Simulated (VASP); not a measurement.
# Adsorption sites of OH on Al(111), part 7 of 8

Which site of Al(111) does OH prefer, and what does it do to the work function?

VASP 6.6.1, plane waves and PAW; the level of theory is named at each step.

So far. Step 9 (Potential and states with the adsorbate, site ontop): The vacuum level lies 3.48 eV above the Fermi level at the upper face; the two faces differ by 0.38 eV, the step that the slab's dipole of -0.060 e·Å makes.

### Step 11. Going on with the relaxation

Level of this step: RPBE; plane waves and PAW (Al, O, H) (VASP).

Contents of INCAR:

```
SYSTEM = Al12HO
PREC = Normal
ENCUT = 440
EDIFF = 1E-05
NELM = 120
ISMEAR = 1
SIGMA = 0.15
LREAL = Auto
ALGO = Fast
GGA = RP
NBANDS = 35
LORBIT = 11
LWAVE = .FALSE.
LCHARG = .FALSE.
KPAR = 4
IBRION = 2
NSW = 50
ISIF = 2
EDIFFG = -0.03
POTIM = 0.25
MAXMIX = 40
IDIPOL = 3
LDIPOL = .TRUE.
DIPOL = 0.5 0.5 0.528
```

Contents of POSCAR:

```
Al12HO
1.0
    5.7429020072      0.0000000000      0.0000000000
    2.8714510036      4.9734990297      0.0000000000
    0.0000000000      0.0000000000     19.6890598535
Al O H
12 1 1
Selective dynamics
Direct
    0.1666666700      0.1666666700      0.3809222000  F F F
    0.6666666700      0.1666666700      0.3809222000  F F F
    0.1666666700      0.6666666700      0.3809222000  F F F
    0.6666666700      0.6666666700      0.3809222000  F F F
    0.8404401434      0.3235126519      0.4992221114  T T T
    0.3360471947      0.3235126519      0.4992221114  T T T
    0.8352476853      0.8295046195      0.4958654460  T T T
    0.3372157425      0.8255685051      0.5026065438  T T T
    0.9969822111      0.0017221805      0.6195870109  T T T
    0.5012956084      0.0017221805      0.6195870109  T T T
    0.9818879787      0.5362240427      0.6115239310  T T T
    0.5113541679      0.4772916641      0.6135764401  T T T
    0.2168961853      0.0662076294      0.6855184025  T T T
    0.2673773958      0.9652452084      0.7282568764  T T T
```

Contents of KPOINTS:

```
Automatic mesh
0
Gamma
6 6 1
0 0 0
```

PAW data sets: Al, O and H (PBE family, release 64).

The run is started by

```bash
$ mpirun -np 4 vasp_std
```

Log:

```text
[... set-up lines as in an earlier step ...]
 entering main loop
       N       E                     dE             d eps       ncg     rms          rms(c)
DAV:   1     0.167681039153E+03    0.16768E+03   -0.12433E+04   918   0.772E+02
DAV:   2    -0.281546456558E+02   -0.19584E+03   -0.18624E+03  1223   0.157E+02
DAV:   3    -0.536788296446E+02   -0.25524E+02   -0.24930E+02  1267   0.546E+01
DAV:   4    -0.545252230738E+02   -0.84639E+00   -0.84511E+00  1172   0.116E+01
[...]
RMM:  19    -0.507012129275E+02   -0.27371E-03   -0.80741E-05   736   0.194E-02    0.336E-03
RMM:  20    -0.507012620010E+02   -0.49073E-04   -0.22307E-05   697   0.108E-02    0.249E-03
RMM:  21    -0.507012718557E+02   -0.98547E-05   -0.46022E-06   583   0.623E-03
   1 F= -.50701272E+02 E0= -.50695357E+02  d E =-.507013E+02
[... from here on, the cycles between the ionic steps are left out ...]
   2 F= -.50701990E+02 E0= -.50696086E+02  d E =-.718356E-03
   4 F= -.50703396E+02 E0= -.50697514E+02  d E =-.396131E-03
   7 F= -.50704397E+02 E0= -.50698532E+02  d E =-.908222E-03
  10 F= -.50705282E+02 E0= -.50699494E+02  d E =-.179307E-02
  13 F= -.50706128E+02 E0= -.50700401E+02  d E =-.365029E-03
  16 F= -.50707525E+02 E0= -.50702055E+02  d E =-.176212E-02
  19 F= -.50710059E+02 E0= -.50704508E+02  d E =-.157232E-02
  22 F= -.50710929E+02 E0= -.50705412E+02  d E =-.418392E-03
  25 F= -.50712972E+02 E0= -.50707500E+02  d E =-.186525E-02
  28 F= -.50714228E+02 E0= -.50708883E+02  d E =-.568849E-03
  31 F= -.50715113E+02 E0= -.50709813E+02  d E =-.815845E-03
  34 F= -.50715999E+02 E0= -.50710802E+02  d E =-.378137E-03
  37 F= -.50717064E+02 E0= -.50711877E+02  d E =-.598348E-03
  40 F= -.50717421E+02 E0= -.50712095E+02  d E =-.133173E-03
  42 F= -.50717678E+02 E0= -.50712286E+02  d E =-.240271E-03
  43 F= -.50717812E+02 E0= -.50712301E+02  d E =-.374741E-03
[...]
reached required accuracy - stopping structural energy minimisation
```

Run time: 20 min. Hardware: 4 MPI ranks of Intel Xeon Platinum 8175M at 2.50GHz (Skylake/Cascade Lake), shared host; peak memory 1.7 GiB.

OUTCAR, selected parts (step 11):

```text
  Total       -2.5956664      0.2558795      0.0084475      0.0000000     -0.3006082      0.0000000
  in kB       -7.3950486      0.7290003      0.0240670      0.0000000     -0.8564323      0.0000000
  external PRESSURE =      -2.2139938 kB  Pullay stress =       0.0000000 kB

 POSITION                                       TOTAL-FORCE (eV/Angst)
 -----------------------------------------------------------------------------------
      1.43573      0.82892      7.50000         0.000000      0.015316      0.094240
      4.30718      0.82892      7.50000         0.000000      0.080502     -0.144223
      2.87145      3.31567      7.50000         0.068608     -0.014086      0.001382
      5.74290      3.31567      7.50000        -0.068608     -0.014086      0.001382
      5.75680      1.65038      9.81076         0.003893     -0.016824      0.005247
      2.85755      1.65038      9.81076        -0.003893     -0.016824      0.005247
      7.17863      4.17223      9.75657         0.000000     -0.004811      0.007765
      4.30718      4.15134      9.88727         0.000000     -0.002880      0.017951
      5.74312      0.05234     12.19973        -0.000173     -0.004914     -0.007578
      2.87124      0.05234     12.19973         0.000173     -0.004914     -0.007578
      7.17863      2.71066     12.01644         0.000000     -0.013286      0.006067
      4.30718      2.39851     12.03994         0.000000      0.012193      0.001454
      1.43573      0.24311     13.54047         0.000000     -0.009768      0.022849
      4.30718      4.54238     14.25331         0.000000     -0.005617     -0.004208
 -----------------------------------------------------------------------------------
    total drift:                               -0.000091      0.010867     -0.001218

  FREE ENERGIE OF THE ION-ELECTRON SYSTEM (eV)
  ---------------------------------------------------
  free  energy   TOTEN  =       -50.7178121829 eV

  energy  without entropy=      -50.7012794574  energy(sigma->0) =      -50.71230127

[... 3 parts as in an earlier step ...]

[... 1 further part left out ...]
[key lines of the parts left out:]
E-fermi :   0.8594
```

The run keeps the 2 symmetry operations of its start, so it cannot find a distortion of lower symmetry.

The steps of the relaxation (22 of 43):

```csv
step,energy less that of the first step (eV),largest force (eV/Å)
1,0.0000,0.1030
3,-0.0017,0.1501
5,-0.0022,0.0840
7,-0.0031,0.0749
9,-0.0032,0.1451
11,-0.0045,0.1869
13,-0.0049,0.1540
15,-0.0070,0.0926
17,-0.0072,0.0705
19,-0.0088,0.0740
21,-0.0092,0.1293
23,-0.0098,0.1318
25,-0.0117,0.0568
27,-0.0124,0.1013
29,-0.0130,0.0689
31,-0.0138,0.0567
33,-0.0143,0.1421
35,-0.0152,0.0598
37,-0.0158,0.0354
39,-0.0160,0.0680
41,-0.0162,0.0637
43,-0.0165,0.0249
```

The atoms that moved most (Å):

```csv
atom,dx,dy,dz,length
H14,0.000,-0.258,-0.085,0.272
O13,0.000,-0.086,0.043,0.096
Al11,0.000,0.044,-0.024,0.050
Al12,0.000,0.025,-0.041,0.048
Al7,0.000,0.047,-0.007,0.047
Al8,0.000,0.045,-0.009,0.046
Al10,-0.013,0.044,0.001,0.046
Al9,0.013,0.044,0.001,0.046
```

Final coordinates:

```xyz
14
Lattice="5.7429 0.0000 0.0000 2.8715 4.9735 0.0000 0.0000 0.0000 19.6891" Properties=species:S:1:pos:R:3
Al    1.4357    0.8289    7.5000
Al    4.3072    0.8289    7.5000
Al    2.8715    3.3157    7.5000
Al    5.7429    3.3157    7.5000
Al    5.7568    1.6504    9.8108
Al    2.8575    1.6504    9.8108
Al    7.1786    4.1722    9.7566
Al    4.3072    4.1513    9.8873
Al    5.7431    0.0523   12.1997
Al    2.8712    0.0523   12.1997
Al    7.1786    2.7107   12.0164
Al    4.3072    2.3985   12.0399
O     1.4357    0.2431   13.5405
H     4.3072    4.5424   14.2533
```

Numbers from this step:

```
electronic cycles       : 207
free energy (TOTEN)     : -50.7178 eV
energy at zero smearing : -50.7123 eV
Fermi energy            : 0.8594 eV
dipole moment           : 0, 0, -0.1373 e·Å
```

The run ended after 43 ionic steps, 0.017 eV below its first step, once the forces on the free atoms met EDIFFG = -0.03.

VASP counts the dipole in electrons times Å, so a positive number points the physical dipole along −c.

### Step 12. Potential and states with the adsorbate, site bridge

Contents of INCAR:

```
SYSTEM = Al12HO
PREC = Normal
ENCUT = 440
EDIFF = 1E-06
NELM = 120
ISMEAR = 1
SIGMA = 0.15
LREAL = Auto
ALGO = Fast
GGA = RP
NBANDS = 35
LORBIT = 11
LWAVE = .FALSE.
LCHARG = .FALSE.
KPAR = 4
IDIPOL = 3
LDIPOL = .TRUE.
DIPOL = 0.5 0.5 0.528
LVHAR = .TRUE.
LVACPOTAV = .TRUE.
NEDOS = 1500
```

Contents of POSCAR:

```
Al12HO
1.0
    5.7429020072      0.0000000000      0.0000000000
    2.8714510036      4.9734990297      0.0000000000
    0.0000000000      0.0000000000     19.6890598535
Al O H
12 1 1
Selective dynamics
Direct
    0.1666666700      0.1666666700      0.3809222000  F F F
    0.6666666700      0.1666666700      0.3809222000  F F F
    0.1666666700      0.6666666700      0.3809222000  F F F
    0.6666666700      0.6666666700      0.3809222000  F F F
    0.8365038948      0.3318338569      0.4982848868  T T T
    0.3316622383      0.3318338569      0.4982848868  T T T
    0.8305539341      0.8388921219      0.4955323650  T T T
    0.3326537052      0.8346925797      0.5021709296  T T T
    0.9947752820      0.0105239985      0.6196198513  T T T
    0.4947007196      0.0105239985      0.6196198513  T T T
    0.9774900768      0.5450198464      0.6103105024  T T T
    0.5088706895      0.4822586209      0.6115040692  T T T
    0.2255596391      0.0488807217      0.6877154356  T T T
    0.2933411240      0.9133177521      0.7239204045  T T T
```

KPOINTS is that of step 11.

The run is started by

```bash
$ mpirun -np 4 vasp_std
```

Log:

```text
[... set-up lines as in an earlier step ...]
 entering main loop
       N       E                     dE             d eps       ncg     rms          rms(c)
DAV:   1     0.167665871865E+03    0.16767E+03   -0.12436E+04   918   0.772E+02
DAV:   2    -0.285659991607E+02   -0.19623E+03   -0.18675E+03  1234   0.157E+02
DAV:   3    -0.536394227158E+02   -0.25073E+02   -0.24529E+02  1262   0.541E+01
DAV:   4    -0.544909352194E+02   -0.85151E+00   -0.85027E+00  1177   0.117E+01
[...]
RMM:  22    -0.507177941650E+02   -0.11513E-05   -0.71538E-07   849   0.302E-03    0.210E-03
RMM:  23    -0.507178021923E+02   -0.80272E-05   -0.19560E-06   943   0.375E-03    0.286E-03
RMM:  24    -0.507178020702E+02    0.12210E-06   -0.22551E-07   806   0.186E-03
 [... a notice as in an earlier step ...]

   1 F= -.50717802E+02 E0= -.50712300E+02  d E =-.165057E-01
```

The job ended after 2.2 min (4 MPI ranks; peak memory 1.5 GiB; 7 min of CPU time).

Parts of OUTCAR (step 12):

```text
  Total       -2.6844758      0.1635252     -0.0463942      0.0000000     -0.3103458      0.0000000
  in kB       -7.6480665      0.4658830     -0.1321769      0.0000000     -0.8841747      0.0000000
  external PRESSURE =      -2.4381201 kB  Pullay stress =       0.0000000 kB

 POSITION                                       TOTAL-FORCE (eV/Angst)
 -----------------------------------------------------------------------------------
      1.43573      0.82892      7.50000         0.000000      0.015555      0.094556
      4.30718      0.82892      7.50000         0.000000      0.080802     -0.144075
      2.87145      3.31567      7.50000         0.068742     -0.014023      0.001553
      5.74290      3.31567      7.50000        -0.068742     -0.014023      0.001553
      5.75680      1.65038      9.81076         0.003733     -0.016711      0.005441
      2.85755      1.65038      9.81076        -0.003733     -0.016711      0.005441
      7.17863      4.17223      9.75657         0.000000     -0.004775      0.008229
      4.30718      4.15134      9.88727        -0.000000     -0.002959      0.018436
      5.74312      0.05234     12.19973        -0.001165     -0.004857     -0.007772
      2.87124      0.05234     12.19973         0.001165     -0.004857     -0.007772
      7.17863      2.71066     12.01644        -0.000000     -0.012774      0.006386
      4.30718      2.39851     12.03994         0.000000      0.012163      0.001271
      1.43573      0.24311     13.54047         0.000000     -0.004597      0.012241
      4.30718      4.54238     14.25331         0.000000     -0.012233      0.004513
 -----------------------------------------------------------------------------------
    total drift:                               -0.000092      0.008537     -0.002557

  FREE ENERGIE OF THE ION-ELECTRON SYSTEM (eV)
  ---------------------------------------------------
  free  energy   TOTEN  =       -50.7178020702 eV

  energy  without entropy=      -50.7012963498  energy(sigma->0) =      -50.71230016

[... 2 parts as in an earlier step ...]

[... 1 further part left out ...]
[key lines of the parts left out:]
E-fermi :   0.8594
```

The map of layer states is cut here 0.5 eV above the Fermi level, so it leaves out the states above that.

At the end the adsorbate's closest contact with the slab is O-Al at 1.97 Å, 1.45 Å to the side of the slab's atom, and its lowest atom lies 1.34 Å above the highest atom of the slab.

The vacuum level lies 2.96 eV above the Fermi level at the upper face; the two faces differ by 0.87 eV, the step that the slab's dipole of -0.138 e·Å makes.

VASP counts the dipole in electrons times Å, so a positive number points the physical dipole along −c.

The program found no field-free point at its default tolerance, but its printed level agrees with the flat part of the planar average.

On this mesh the fine structure of the density of states is sampling noise, and high empty states may be cut by the number of bands.

### Step 13. Relaxing the adsorbate, site fcc

Contents of INCAR:

```
SYSTEM = Al12HO
PREC = Normal
ENCUT = 440
EDIFF = 1E-05
NELM = 120
ISMEAR = 1
SIGMA = 0.15
LREAL = Auto
ALGO = Fast
GGA = RP
NBANDS = 35
LORBIT = 11
LWAVE = .FALSE.
LCHARG = .FALSE.
KPAR = 4
IBRION = 2
NSW = 50
ISIF = 2
EDIFFG = -0.03
POTIM = 0.4
MAXMIX = 40
IDIPOL = 3
LDIPOL = .TRUE.
DIPOL = 0.5 0.5 0.527
```

Contents of POSCAR:

```
Al12HO
1.0
    5.7429020072      0.0000000000      0.0000000000
    2.8714510036      4.9734990297      0.0000000000
    0.0000000000      0.0000000000     19.6890598535
Al O H
12 1 1
Selective dynamics
Direct
    0.1666666700      0.1666666700      0.3809222000  F F F
    0.6666666700      0.1666666700      0.3809222000  F F F
    0.1666666700      0.6666666700      0.3809222000  F F F
    0.6666666700      0.6666666700      0.3809222000  F F F
    0.8333333300      0.3333333300      0.4978482100  T T T
    0.3333333300      0.3333333300      0.4978482100  T T T
    0.8333333300      0.8333333300      0.4978482100  T T T
    0.3333333300      0.8333333300      0.4978482100  T T T
    0.0000000000      0.0000000000      0.6150397400  T T T
    0.5000000000      0.0000000000      0.6150397400  T T T
    0.0000000000      0.5000000000      0.6150397400  T T T
    0.5000000000      0.5000000000      0.6150397400  T T T
    0.1666666700      0.1666666700      0.6734478100  T T T
    0.1666666700      0.1666666700      0.7232216500  T T T
```

KPOINTS is that of step 12.

The run is started by

```bash
$ mpirun -np 4 vasp_std
```

Log:

```text
[... set-up lines as in an earlier step ...]
 entering main loop
       N       E                     dE             d eps       ncg     rms          rms(c)
DAV:   1     0.172132331153E+03    0.17213E+03   -0.12502E+04   490   0.775E+02
DAV:   2    -0.272354183138E+02   -0.19937E+03   -0.18888E+03   659   0.157E+02
DAV:   3    -0.537649550754E+02   -0.26530E+02   -0.26027E+02   702   0.560E+01
DAV:   4    -0.544751966887E+02   -0.71024E+00   -0.70852E+00   604   0.106E+01
[...]
RMM:  20    -0.505293342637E+02   -0.69245E-04   -0.25526E-05   377   0.118E-02    0.239E-03
RMM:  21    -0.505293561071E+02   -0.21843E-04   -0.72794E-06   327   0.604E-03    0.173E-03
RMM:  22    -0.505293657744E+02   -0.96674E-05   -0.29877E-06   258   0.425E-03
   1 F= -.50529366E+02 E0= -.50524227E+02  d E =-.505294E+02
[... from here on, the cycles between the ionic steps are left out ...]
   2 F= -.50628948E+02 E0= -.50624328E+02  d E =-.995821E-01
   3 F= -.50651491E+02 E0= -.50647235E+02  d E =-.122125E+00
   4 F= -.50604168E+02 E0= -.50599455E+02  d E =0.473233E-01
   5 F= -.50664408E+02 E0= -.50660006E+02  d E =-.129168E-01
   6 F= -.50672372E+02 E0= -.50667910E+02  d E =-.796465E-02
   7 F= -.50681469E+02 E0= -.50676938E+02  d E =-.170614E-01
   8 F= -.50682266E+02 E0= -.50677839E+02  d E =-.796514E-03
   9 F= -.50682287E+02 E0= -.50677879E+02  d E =-.818317E-03
  10 F= -.50682630E+02 E0= -.50678234E+02  d E =-.342998E-03
  11 F= -.50682864E+02 E0= -.50678503E+02  d E =-.576466E-03
  12 F= -.50682931E+02 E0= -.50678584E+02  d E =-.666383E-04
  13 F= -.50683101E+02 E0= -.50678781E+02  d E =-.237095E-03
[...]
reached required accuracy - stopping structural energy minimisation
```

Wall time 5.4 min (4 MPI ranks); peak memory 1.5 GiB; 17 min of CPU time.

Parts of OUTCAR (step 13):

```text
  Total       -1.5104400     -1.5104400     -0.2870484      0.0000000      0.0000000      0.0000000
  in kB       -4.3032407     -4.3032407     -0.8178004      0.0000000      0.0000000      0.0000000
  external PRESSURE =      -3.1414272 kB  Pullay stress =       0.0000000 kB

 POSITION                                       TOTAL-FORCE (eV/Angst)
 -----------------------------------------------------------------------------------
      1.43573      0.82892      7.50000        -0.000000      0.000000      0.118738
      4.30718      0.82892      7.50000         0.000000      0.124541     -0.052149
      2.87145      3.31567      7.50000         0.107855     -0.062270     -0.052149
      5.74290      3.31567      7.50000        -0.107855     -0.062270     -0.052149
      5.75779      1.64924      9.84564        -0.011281      0.006513      0.005563
      2.85656      1.64924      9.84564         0.011281      0.006513      0.005563
      7.17863      4.14458      9.75648        -0.000000      0.000000      0.022217
      4.30718      4.16177      9.84564        -0.000000     -0.013026      0.005563
      8.54159      4.93149     12.11180        -0.023750     -0.013712      0.004698
      5.81566      4.93149     12.11180         0.023750     -0.013712      0.004698
      7.17863      2.57076     12.11180        -0.000000      0.027424      0.004698
      4.30718      2.48675     12.05966        -0.000000      0.000000      0.008596
      1.43573      0.82892     13.26104        -0.000000      0.000000     -0.009645
      1.43573      0.82892     14.24349        -0.000000      0.000000     -0.014243
 -----------------------------------------------------------------------------------
    total drift:                               -0.000010     -0.000006      0.031482

  FREE ENERGIE OF THE ION-ELECTRON SYSTEM (eV)
  ---------------------------------------------------
  free  energy   TOTEN  =       -50.6831009891 eV

  energy  without entropy=      -50.6701402685  energy(sigma->0) =      -50.67878075

[... 3 parts as in an earlier step ...]

[... 1 further part left out ...]
[key lines of the parts left out:]
E-fermi :   1.0624
```

Step by step:

```csv
step,energy less that of the first step (eV),largest force (eV/Å)
1,0.0000,1.0236
2,-0.0996,0.5544
3,-0.1221,1.0183
4,-0.0748,2.0782
5,-0.1350,0.2775
6,-0.1430,0.1862
7,-0.1521,0.0816
8,-0.1529,0.1558
9,-0.1529,0.1925
10,-0.1533,0.1175
11,-0.1535,0.0365
12,-0.1536,0.0335
13,-0.1537,0.0278
```

The atoms that moved most (Å):

```csv
atom,dx,dy,dz,length
Al10,0.073,-0.042,0.002,0.084
Al11,0.000,0.084,0.002,0.084
Al9,-0.073,-0.042,0.002,0.084
Al12,0.000,0.000,-0.050,0.050
Al5,0.015,-0.009,0.043,0.047
Al8,0.000,0.017,0.043,0.047
Al6,-0.015,-0.009,0.043,0.047
Al7,0.000,0.000,-0.046,0.046
```

Final coordinates:

```xyz
14
Lattice="5.7429 0.0000 0.0000 2.8715 4.9735 0.0000 0.0000 0.0000 19.6891" Properties=species:S:1:pos:R:3
Al    1.4357    0.8289    7.5000
Al    4.3072    0.8289    7.5000
Al    2.8715    3.3157    7.5000
Al    5.7429    3.3157    7.5000
Al    5.7578    1.6492    9.8456
Al    2.8566    1.6492    9.8456
Al    7.1786    4.1446    9.7565
Al    4.3072    4.1618    9.8456
Al   -0.0728   -0.0420   12.1118
Al    2.9442   -0.0420   12.1118
Al    1.4357    2.5708   12.1118
Al    4.3072    2.4867   12.0597
O     1.4357    0.8289   13.2610
H     1.4357    0.8289   14.2435
```

The run ended after 13 ionic steps, 0.154 eV below its first step, once the forces on the free atoms met EDIFFG = -0.03.

[end of part 7 of 8]

[Lines on the potential files, build, host, timing and source positions are cut from VASP's logs without a mark.]

[Logs are printed without paths, hosts, clocks, repeated set-up lines and the standing remarks that a program may print on its own settings, such as how far it seeks lower states.]

[Hosts, paths, dates, database ids (printed as entryN), source tags and the programs' standing remarks are cut or masked in the printed files.]

[Runs that stopped without an error message from VASP are left out.]
